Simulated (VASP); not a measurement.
All values below come from PBE GGA, VASP's PBE PAW potentials (set 64) (plane waves; VASP).

VASP ran on this input.

KPOINTS:
```
Automatic mesh
0
Gamma
9 9 5
0 0 0
```

**POSCAR**
```
Dy
3.590
  0.5000000000  -0.8660253482   0.0000000000
  0.5000000000   0.8660253482   0.0000000000
  0.0000000000   0.0000000000   1.5738161560
Dy
2
Cartesian
  0.5000000000   0.2886756934   0.3934540390
  0.5000000000  -0.2886756934   1.1803621170
```

INCAR:
```
# general
SYSTEM =Dy
PREC   =Accurate
ENCUT  =400
LREAL  =.FALSE.
LASPH  =.TRUE.

# electronic loop
EDIFF  =1E-6
NELM   =100
ALGO   =Normal
LMAXMIX=6

# smearing
ISMEAR =1
SIGMA  =0.1

# functional
GGA    =PE

# ions
ISIF   =2

# output
LWAVE  =.FALSE.
LCHARG =.FALSE.
```

POTCAR, in this order: Dy_3 (PBE.64 set). Program: vasp_std.

The run wrote:

**OSZICAR**
```
       N       E                     dE             d eps       ncg     rms          rms(c)
DAV:   1     0.425993351104E+02    0.42599E+02   -0.77552E+03   936   0.103E+03
DAV:   2    -0.616064447273E+01   -0.48760E+02   -0.47534E+02   946   0.274E+02
DAV:   3    -0.894073890721E+01   -0.27801E+01   -0.26310E+01  1324   0.364E+01
DAV:   4    -0.905062199759E+01   -0.10988E+00   -0.10627E+00  1175   0.776E+00
DAV:   5    -0.905665307780E+01   -0.60311E-02   -0.60012E-02  1335   0.110E+00    0.237E+01
DAV:   6    -0.905912884717E+01   -0.24758E-02   -0.23297E-02  1437   0.140E+00    0.142E+01
DAV:   7    -0.906792195743E+01   -0.87931E-02   -0.41060E-02  1410   0.192E+00    0.236E-01
DAV:   8    -0.906762523842E+01    0.29672E-03   -0.23007E-03  1191   0.402E-01    0.642E-02
DAV:   9    -0.906763834396E+01   -0.13106E-04   -0.20873E-04  1190   0.131E-01    0.312E-02
DAV:  10    -0.906763193435E+01    0.64096E-05   -0.30737E-05  1211   0.449E-02    0.349E-02
DAV:  11    -0.906763291187E+01   -0.97752E-06   -0.30303E-06  1126   0.149E-02
   1 F= -.90676329E+01 E0= -.90686603E+01  d E =0.308210E-02
```

File OUTCAR:
```
------------------------ aborting loop because EDIFF is reached ----------------------------------------
  FORCE on cell =-STRESS in cart. coord.  units (eV):
  Direction    XX          YY          ZZ          XY          YZ          ZX
  --------------------------------------------------------------------------------------
  Total        0.1307388      0.1307388      0.0823423      0.0000000      0.0000000     -0.0000000
  in kB        3.3215988      3.3215984      2.0920198      0.0000000      0.0000000     -0.0000000
  external PRESSURE =       2.9117390 kB  Pullay stress =       0.0000000 kB
  volume of cell :       63.06
      direct lattice vectors                 reciprocal lattice vectors
     1.795000000 -3.109031000  0.000000000     0.278551532 -0.160821812  0.000000000
     1.795000000  3.109031000  0.000000000     0.278551532  0.160821812  0.000000000
     0.000000000  0.000000000  5.650000000     0.000000000  0.000000000  0.176991150
 POSITION                                       TOTAL-FORCE (eV/Angst)
 -----------------------------------------------------------------------------------
      1.79500      1.03635      1.41250        -0.000000     -0.000000      0.000000
      1.79500     -1.03635      4.23750         0.000000      0.000000      0.000000
 -----------------------------------------------------------------------------------
    total drift:                                0.000000      0.000101     -0.000011
  FREE ENERGIE OF THE ION-ELECTRON SYSTEM (eV)
  ---------------------------------------------------
  free  energy   TOTEN  =        -9.0676329119 eV

  energy  without entropy=       -9.0707150077  energy(sigma->0) =       -9.06866028
```
(Selected blocks of OUTCAR.)

The 4f electrons are frozen in the core of the lanthanide potential, so 4f levels, which can set the real gap, and their magnetism are missing.

The compound is Dy in the hcp structure. The cell was not relaxed at this level.
